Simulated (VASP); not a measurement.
Calculation: HSE06 screened hybrid, VASP's PBE PAW potentials (set 64) (plane waves; VASP 6.6.1).

VASP input:

INCAR:
```
# general
SYSTEM   = Ga35MgN35
PREC     = Normal
ENCUT    = 400   # plane-wave cut-off (eV)
LREAL    = Auto   # projection in real space or not
LASPH    = .TRUE.   # aspherical one-centre terms
ISYM     = 0

# electronic loop
EDIFF    = 1E-5   # SCF stop (eV)
NELM     = 50
NELMIN   = 4
ALGO     = Normal
LMAXMIX  = 4   # l cut-off of mixed one-centre charges

# smearing
ISMEAR   = 0
SIGMA    = 0.05   # width (eV)

# functional
GGA      = PE
LHFCALC  = .TRUE.
AEXX     = 0.25
HFSCREEN = 0.2   # 1/Angstrom
PRECFOCK = Fast

# ions
ISIF     = 0

# output
LWAVE    = .FALSE.
LCHARG   = .FALSE.
```

**KPOINTS**
```
Automatic mesh
0
Gamma
1 1 1
0 0 0
```

File POSCAR:
```
Ga35MgN35
1
    4.8683178927    -8.4321738171     0.0000000000
    4.8683178927     8.4321738171     0.0000000000
    0.0000000000     0.0000000000    10.5562839806
Ga N Mg
35 35 1
Direct
  0.2229303563   0.1108263446   0.2497621003
  0.1105385300   0.2217825394   0.9998418938
  0.2226973765   0.1113880118   0.7491870196
  0.1111316179   0.2240472845   0.4989234314
  0.2204265665   0.4432854705   0.2483005554
  0.1106242498   0.5553562137   0.9999464079
  0.2240134083   0.4452555660   0.7521618507
  0.1111494519   0.5534238036   0.4990435747
  0.2228387444   0.7785527291   0.2498517044
  0.1106063807   0.8886245991   0.9995522125
  0.2226550276   0.7778190569   0.7491552960
  0.1099246651   0.8882193874   0.5002304824
  0.5546860109   0.1104065263   0.2501409298
  0.4443112681   0.2219064967   0.9995115586
  0.5551419887   0.1107842075   0.7499619504
  0.4468160247   0.2234186934   0.5002539022
  0.5564276194   0.4425088864   0.2510520998
  0.4442466791   0.5553469399   0.0005724134
  0.5539578074   0.4452084025   0.7505387771
  0.5561888479   0.7800171078   0.2510518730
  0.4441472730   0.8887776527   0.9995074497
  0.5539950101   0.7751832992   0.7506103726
  0.4468007496   0.8897309374   0.5002849976
  0.8871768670   0.1099007751   0.2498455765
  0.7774989720   0.2220276012   0.9995265661
  0.8883439588   0.1107886757   0.7492037295
  0.7765555226   0.2215620156   0.4998217469
  0.8873378727   0.4436347753   0.2499317805
  0.7778326663   0.5557013760   0.9995556547
  0.8882995449   0.4439406192   0.7493490766
  0.7765145820   0.5539890747   0.4997251608
  0.8884293364   0.7774041114   0.2502215992
  0.7777805333   0.8886296417   0.9995603986
  0.8882939993   0.7773989460   0.7495034252
  0.7763652829   0.8888037615   0.4997386393
  0.2226634429   0.1129467114   0.4383586747
  0.1105241251   0.2219122743   0.1899055804
  0.2213875827   0.1111326546   0.9379954455
  0.1116579642   0.2237651962   0.6869425034
  0.1106668047   0.5550642722   0.1900166897
  0.2210832195   0.4437820898   0.9408491025
  0.1116076071   0.5543944178   0.6870126385
  0.2226250661   0.7761148678   0.4384752943
  0.1108995410   0.8887014450   0.1883424267
  0.2212549146   0.7767399382   0.9379068492
  0.1110108769   0.8888181778   0.6880940618
  0.5548823437   0.1106438343   0.4383153947
  0.4437073365   0.2210463318   0.1873607048
  0.5555144515   0.1109699336   0.9380633798
  0.4444441848   0.2221534141   0.6888988696
  0.5582680807   0.4397249444   0.4362313344
  0.4429957107   0.5545501526   0.1921206845
  0.5554328981   0.4443530885   0.9399112549
  0.4424524936   0.5544458950   0.6935018398
  0.5581149346   0.7847614864   0.4361661780
  0.4435715134   0.8888468931   0.1873450964
  0.5553818157   0.7775337239   0.9399767253
  0.4444783059   0.8887221755   0.6889078638
  0.8908838788   0.1135759687   0.4380969343
  0.7772118091   0.2217642132   0.1881275714
  0.8893319889   0.1113166049   0.9379581335
  0.7774547900   0.2219887417   0.6880343344
  0.8909722938   0.4437070505   0.4381540067
  0.7782791613   0.5558127851   0.1876507115
  0.8893851915   0.4445656464   0.9380392537
  0.7773797163   0.5550537759   0.6883988615
  0.8884930918   0.7774738117   0.4385653301
  0.7780815928   0.8886953180   0.1876454081
  0.8888276191   0.7777138817   0.9377899689
  0.7773031122   0.8887210300   0.6883621058
  0.4502437485   0.5582887238   0.5002375803
```

POTCAR, in this order: Ga N Mg (PBE.64 set). Program: vasp_gam. Read from the step before: WAVECAR.

Output of the run:

### OUTCAR
```
 ion  position               nearest neighbor table
   1  0.223  0.111  0.250-  48 1.97  44 1.98  37 1.99  36 1.99  13 3.23  14 3.23   9 3.23  17 3.24
                            10 3.24   2 3.24  12 3.24   4 3.24  16 3.25   5 3.25  32 3.25  24 3.26
   2  0.111  0.222  1.000-  41 1.97  61 1.98  38 1.98  37 2.01   5 3.22   7 3.22   1 3.24  33 3.24
                            26 3.24  24 3.24  25 3.24   3 3.24  10 3.24   6 3.25  18 3.25  14 3.25
   3  0.223  0.111  0.749-  50 1.98  46 1.98  38 1.99  39 2.00  12 3.23  14 3.24  16 3.24  19 3.24
                            15 3.24  10 3.24   2 3.24   7 3.24  11 3.25   4 3.25  26 3.25  34 3.25
   4  0.111  0.224  0.499-  59 1.97  36 1.98  39 1.98   8 3.21   5 3.23  24 3.24  26 3.24   1 3.24
                            27 3.25   3 3.25   7 3.26  35 3.26  12 3.26  16 3.27  71 3.28
   5  0.220  0.443  0.248-  37 1.97  40 1.97  52 1.97   2 3.22   6 3.22  18 3.22   4 3.23   8 3.23
                            28 3.24  24 3.25   1 3.25   9 3.25  20 3.27  17 3.28  71 3.29
   6  0.111  0.555  1.000-  41 1.97  65 1.98  45 1.98  40 2.01   5 3.22   7 3.22   9 3.24  28 3.24
                            29 3.24  30 3.24  25 3.24  11 3.24  10 3.25  21 3.25   2 3.25  18 3.25
   7  0.224  0.445  0.752-  54 1.94  39 1.99  42 1.99  41 1.99  22 3.21  19 3.21  18 3.21   2 3.22
                             6 3.22   3 3.24  11 3.24   8 3.26   4 3.26  30 3.26  26 3.26  71 3.27
   8  0.111  0.553  0.499-  63 1.96  43 1.98  42 1.98   4 3.21   5 3.23  28 3.24  30 3.24   9 3.24
                            27 3.24  11 3.25   7 3.26  31 3.26  12 3.27  23 3.27  71 3.28
   9  0.223  0.779  0.250-  56 1.97  44 1.98  40 1.99  43 1.99  13 3.23   1 3.23  21 3.24  20 3.24
                            10 3.24   6 3.24  12 3.24   8 3.24  23 3.25  32 3.25   5 3.25  28 3.26
  10  0.111  0.889  1.000-  69 1.98  38 1.99  45 1.99  44 1.99  34 3.24   1 3.24   9 3.24  33 3.24
                            29 3.24  32 3.24   3 3.24  11 3.24   2 3.24   6 3.25  21 3.25  14 3.25
  11  0.223  0.778  0.749-  58 1.98  46 1.98  45 1.99  42 1.99  12 3.23  21 3.24  23 3.24  22 3.24
                            15 3.24  10 3.24   6 3.24   7 3.24   3 3.25   8 3.25  30 3.25  34 3.25
  12  0.110  0.888  0.500-  67 1.98  46 1.98  36 2.00  43 2.00  34 3.23  11 3.23   3 3.23  32 3.23
                             9 3.24   1 3.24  31 3.25  35 3.25   4 3.26   8 3.27  16 3.27  23 3.27
...
```

**OSZICAR**
```
       N       E                     dE             d eps       ncg     rms          rms(c)
DAV:   1    -0.514266034887E+03   -0.51427E+03   -0.22084E+01   356   0.124E+01    0.943E+00
DAV:   2    -0.514431841950E+03   -0.16581E+00   -0.73294E-01   424   0.147E+00    0.643E+00
DAV:   3    -0.514384070154E+03    0.47772E-01   -0.21383E-02   398   0.372E-01    0.375E+00
DAV:   4    -0.514364201145E+03    0.19869E-01   -0.15752E-02   408   0.233E-01    0.212E+00
DAV:   5    -0.514358293969E+03    0.59072E-02   -0.39616E-03   416   0.119E-01    0.117E+00
DAV:   6    -0.514356137125E+03    0.21568E-02   -0.89314E-04   416   0.699E-02    0.653E-01
DAV:   7    -0.514355409620E+03    0.72751E-03   -0.34666E-04   400   0.472E-02    0.362E-01
DAV:   8    -0.514355176047E+03    0.23357E-03   -0.11504E-04   408   0.273E-02    0.200E-01
DAV:   9    -0.514355103531E+03    0.72516E-04   -0.37621E-05   312   0.148E-02    0.111E-01
DAV:  10    -0.514355083487E+03    0.20044E-04   -0.14579E-05   224   0.914E-03    0.606E-02
DAV:  11    -0.514355079582E+03    0.39047E-05   -0.61679E-06   224   0.497E-03
   1 F= -.51435508E+03 E0= -.51435508E+03  d E =-.118095E-10
```

**OUTCAR**
```
------------------------ aborting loop because EDIFF is reached ----------------------------------------
  volume of cell :      866.68
      direct lattice vectors                 reciprocal lattice vectors
     4.868317893 -8.432173817  0.000000000     0.102704879 -0.059296690  0.000000000
     4.868317893  8.432173817  0.000000000     0.102704879  0.059296690  0.000000000
     0.000000000  0.000000000 10.556283981     0.000000000  0.000000000  0.094730305
  FREE ENERGIE OF THE ION-ELECTRON SYSTEM (eV)
  ---------------------------------------------------
  free  energy   TOTEN  =      -514.3550795822 eV

  energy  without entropy=     -514.3550795822  energy(sigma->0) =     -514.35507958

  exchange ACFDT corr.  =         0.00000000  see jH, gK, PRB 81, 115126
```
(Selected blocks of OUTCAR.)

OUTCAR:
```
 val. band max:        1.6922874527   @ k =   0.0000   0.0000   0.0000

 cond. band min:       4.9718263038   @ k =   0.0000   0.0000   0.0000


 Fermi energy:         1.9246380579

 k-point     1 :       0.0000    0.0000    0.0000
  band No.  band energies     occupation
      1     -15.2262      2.00000
      2     -14.3490      2.00000
      3     -14.2993      2.00000
      4     -13.9822      2.00000
      5     -13.9526      2.00000
      6     -13.9009      2.00000
      7     -13.8616      2.00000
      8     -13.8539      2.00000
      9     -13.7169      2.00000
     10     -13.2834      2.00000
     11     -13.2742      2.00000
     12     -13.2739      2.00000
     13     -13.2709      2.00000
     14     -13.2338      2.00000
     15     -13.1958      2.00000
     16     -13.1850      2.00000
     17     -13.1735      2.00000
     18     -13.1434      2.00000
     19     -13.1417      2.00000
     20     -13.0345      2.00000
     21     -12.9969      2.00000
     22     -12.6908      2.00000
     23     -12.5066      2.00000
     24     -12.4813      2.00000
     25     -12.4629      2.00000
     26     -12.4527      2.00000
     27     -12.4294      2.00000
     28     -12.4209      2.00000
     29     -12.3901      2.00000
     30     -12.3621      2.00000
     31     -12.3521      2.00000
     32     -12.2920      2.00000
     33     -12.2294      2.00000
     34     -12.1470      2.00000
     35     -12.1109      2.00000
     36      -5.3915      2.00000
     37      -4.9205      2.00000
     38      -4.6024      2.00000
     39      -4.5770      2.00000
     40      -4.5736      2.00000
     41      -4.5043      2.00000
     42      -4.3956      2.00000
     43      -4.3733      2.00000
     44      -4.3473      2.00000
     45      -4.3419      2.00000
     46      -4.2973      2.00000
     47      -4.1415      2.00000
     48      -4.0670      2.00000
     49      -4.0652      2.00000
     50      -4.0563      2.00000
     51      -4.0110      2.00000
...
```

The supercell is sampled at Γ alone, which is coarse: total energies, pressure and levels can be off, energies of defects by several tenths of an eV.

The cell is a supercell with a defect, built from GaN (wurtzite): Mg_Ga-vac_N. The cell's shape comes from a PBE relaxation. The run is not spin-polarised, so no state with unpaired spins was tried.
